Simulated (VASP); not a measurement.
Output of a VASP run:

**OUTCAR**
```
 ion  position               nearest neighbor table
   1  0.250  0.250  0.250-   3 2.41   3 2.41   3 2.41   3 2.41   2 2.78   2 2.78   2 2.78   2 2.78
                             2 2.78   2 2.78
   2  0.750  0.750  0.750-   3 2.41   3 2.41   3 2.41   3 2.41   1 2.78   1 2.78   1 2.78   1 2.78
                             1 2.78   1 2.78
   3  0.000  0.000  0.000-   2 2.41   2 2.41   2 2.41   1 2.41   2 2.41   1 2.41   1 2.41   1 2.41
  LATTYP: Found a face centered cubic cell.
 ALAT       =     5.5690764692
 Subroutine PRICEL returns:
 Original cell was already a primitive cell.
 Subroutine GETGRP returns: Found 48 space group operations
The static configuration has the point symmetry O_h .
The dynamic configuration has the point symmetry O_h .
 Subroutine INISYM returns: Found 48 space group operations
 Subroutine IBZKPT returns following result:
 Found     47 irreducible k-points:

 Following reciprocal coordinates:
            Coordinates               Weight
  0.000000  0.000000  0.000000      1.000000
  0.100000  0.000000  0.000000      8.000000
  0.200000  0.000000  0.000000      8.000000
  0.300000  0.000000  0.000000      8.000000
  0.400000  0.000000  0.000000      8.000000
  0.500000  0.000000  0.000000      4.000000
  0.100000  0.100000  0.000000      6.000000
  0.200000  0.100000  0.000000     24.000000
  0.300000  0.100000  0.000000     24.000000
  0.400000  0.100000  0.000000     24.000000
  0.500000  0.100000  0.000000     24.000000
 -0.400000  0.100000  0.000000     24.000000
 -0.300000  0.100000  0.000000     24.000000
 -0.200000  0.100000  0.000000     24.000000
 -0.100000  0.100000  0.000000     12.000000
  0.200000  0.200000  0.000000      6.000000
  0.300000  0.200000  0.000000     24.000000
  0.400000  0.200000  0.000000     24.000000
  0.500000  0.200000  0.000000     24.000000
 -0.400000  0.200000  0.000000     24.000000
 -0.300000  0.200000  0.000000     24.000000
 -0.200000  0.200000  0.000000     12.000000
  0.300000  0.300000  0.000000      6.000000
  0.400000  0.300000  0.000000     24.000000
  0.500000  0.300000  0.000000     24.000000
 -0.400000  0.300000  0.000000     24.000000
 -0.300000  0.300000  0.000000     12.000000
  0.400000  0.400000  0.000000      6.000000
  0.500000  0.400000  0.000000     24.000000
 -0.400000  0.400000  0.000000     12.000000
  0.500000  0.500000  0.000000      3.000000
  0.300000  0.200000  0.100000     24.000000
  0.400000  0.200000  0.100000     48.000000
  0.500000  0.200000  0.100000     48.000000
 -0.400000  0.200000  0.100000     24.000000
  0.400000  0.300000  0.100000     24.000000
  0.500000  0.300000  0.100000     48.000000
 -0.400000  0.300000  0.100000     48.000000
 -0.300000  0.300000  0.100000     48.000000
 -0.200000  0.300000  0.100000     24.000000
   k-points           NKPTS =     47   k-points in BZ     NKDIM =     47   number of bands    NBANDS=     13
   number of dos      NEDOS =    301   number of ions     NIONS =      3
   total plane-waves  NPLWV =  27000
   dimension x,y,z NGX =    30 NGY =   30 NGZ =   30
   dimension x,y,z NGXF=    60 NGYF=   60 NGZF=   60
   ions per type =               2   1
   PREC   = accura    normal or accurate (medium, high low for compatibility)
   ISTART =      0    job   : 0-new  1-cont  2-samecut
   ICHARG =      2    charge: 1-file 2-atom 10-const
   ISPIN  =      1    spin polarized calculation?
   LNONCOLLINEAR =      F non collinear calculations
   LSORBIT =      F    spin-orbit coupling
   INIWAV =      1    electr: 0-lowe 1-rand  2-diag
   ENCUT  =  520.0 eV  38.22 Ry    6.18 a.u.   7.32  7.32  7.32*2*pi/ulx,y,z
   NELM   =    100;   NELMIN=  2; NELMDL= -5     # of ELM steps
   EDIFF  = 0.1E-06   stopping-criterion for ELM
   LREAL  =      F    real-space projection
   NLSPLINE    = F    spline interpolate recip. space projectors
   LMAXMIX     =    4 max onsite mixed and CHGCAR
   VOSKOWN=      0    Vosko Wilk Nusair interpolation
   EDIFFG = 0.1E-05   stopping-criterion for IOM
...
```

OSZICAR:
```
       N       E                     dE             d eps       ncg     rms          rms(c)
DAV:   1     0.677815561775E+02    0.67782E+02   -0.77948E+03  1230   0.137E+03
DAV:   2    -0.149322310319E+02   -0.82714E+02   -0.77667E+02  1242   0.243E+02
DAV:   3    -0.189472887767E+02   -0.40151E+01   -0.39182E+01  1608   0.595E+01
DAV:   4    -0.190318036941E+02   -0.84515E-01   -0.84437E-01  1418   0.820E+00
DAV:   5    -0.190341412123E+02   -0.23375E-02   -0.23370E-02  1632   0.144E+00    0.153E+01
DAV:   6    -0.242533364191E+02   -0.52192E+01   -0.52546E+01  1318   0.179E+02    0.256E+01
DAV:   7    -0.173734461242E+02    0.68799E+01   -0.15492E+01  1462   0.111E+02    0.421E+00
DAV:   8    -0.172453915816E+02    0.12805E+00   -0.23523E+00  1766   0.267E+01    0.242E+00
DAV:   9    -0.172122066267E+02    0.33185E-01   -0.30246E-01  1492   0.107E+01    0.713E-01
DAV:  10    -0.172084874014E+02    0.37192E-02   -0.14910E-02  1593   0.282E+00    0.268E-01
DAV:  11    -0.172085549090E+02   -0.67508E-04   -0.13819E-03  1451   0.294E-01    0.603E-02
DAV:  12    -0.172085868329E+02   -0.31924E-04   -0.52522E-05  1487   0.626E-02    0.254E-02
DAV:  13    -0.172085830767E+02    0.37562E-05   -0.21063E-05  1630   0.102E-01    0.678E-03
DAV:  14    -0.172085831841E+02   -0.10740E-06   -0.34220E-06  1888   0.211E-02    0.539E-03
DAV:  15    -0.172085830884E+02    0.95657E-07   -0.87090E-07  1728   0.213E-02
   1 F= -.17208583E+02 E0= -.17208503E+02  d E =-.241304E-03
```

### OUTCAR
```
------------------------ aborting loop because EDIFF is reached ----------------------------------------
  FORCE on cell =-STRESS in cart. coord.  units (eV):
  Direction    XX          YY          ZZ          XY          YZ          ZX
  --------------------------------------------------------------------------------------
  Total       -2.0670527     -2.0670527     -2.0670527      0.0000000     -0.0000000      0.0000000
  in kB      -76.6959779    -76.6959779    -76.6959779      0.0000000     -0.0000000      0.0000000
  external PRESSURE =     -76.6959779 kB  Pullay stress =       0.0000000 kB
  volume of cell :       43.18
      direct lattice vectors                 reciprocal lattice vectors
     0.000000000  2.784538235  2.784538235    -0.179562986  0.179562986  0.179562986
     2.784538235  0.000000000  2.784538235     0.179562986 -0.179562986  0.179562986
     2.784538235  2.784538235  0.000000000     0.179562986  0.179562986 -0.179562986
 POSITION                                       TOTAL-FORCE (eV/Angst)
 -----------------------------------------------------------------------------------
      1.39227      1.39227      1.39227         0.000000      0.000000      0.000000
      4.17681      4.17681      4.17681        -0.000000     -0.000000     -0.000000
      0.00000      0.00000      0.00000        -0.000000      0.000000     -0.000000
 -----------------------------------------------------------------------------------
    total drift:                                0.000000     -0.000000     -0.000000
  FREE ENERGIE OF THE ION-ELECTRON SYSTEM (eV)
  ---------------------------------------------------
  free  energy   TOTEN  =       -17.2085830884 eV

  energy  without entropy=      -17.2083417847  energy(sigma->0) =      -17.20850265
```
(Selected blocks of OUTCAR.)

File POSCAR:
```
NiSi2
1
    0.0000000000     2.7845382346     2.7845382346
    2.7845382346     0.0000000000     2.7845382346
    2.7845382346     2.7845382346     0.0000000000
Si Ni
2 1
Direct
  0.2500000000   0.2500000000   0.2500000000
  0.7500000000   0.7500000000   0.7500000000
  0.0000000000   0.0000000000   0.0000000000
```

Question: Reconstruct the remaining input files.

Answer: One answer among several that fit: the input of the run itself, PW91 GGA, plane waves, VASP's PBE PAW potentials (set 64).

INCAR:
```
LWAVE = .FALSE.
LASPH = .TRUE.
ISIF = 2   ! forces and stress, cell fixed
ALGO = Normal   ! blocked Davidson
NELM = 100   ! most electronic steps
PREC = Accurate
LCHARG = .FALSE.
ISMEAR = 1
LREAL = .FALSE.
SIGMA = 0.1   ! width (eV)
ENCUT = 520   ! plane-wave cut-off (eV)
LMAXMIX = 4   ! l cut-off of mixed one-centre charges
SYSTEM = NiSi2
GGA = 91   ! PW91
EDIFF = 1E-7   ! SCF stop (eV)
```

**KPOINTS**
```
Automatic mesh
0
Gamma
10 10 10
0 0 0
```

POTCAR, in this order: Si Ni (PBE.64 set). Program: vasp_std.

The compound is NiSi2 in the fluorite structure. This cell is one point of a volume scan, at 1.06 of the reference volume. The run is not spin-polarised, so no magnetic state was tried.
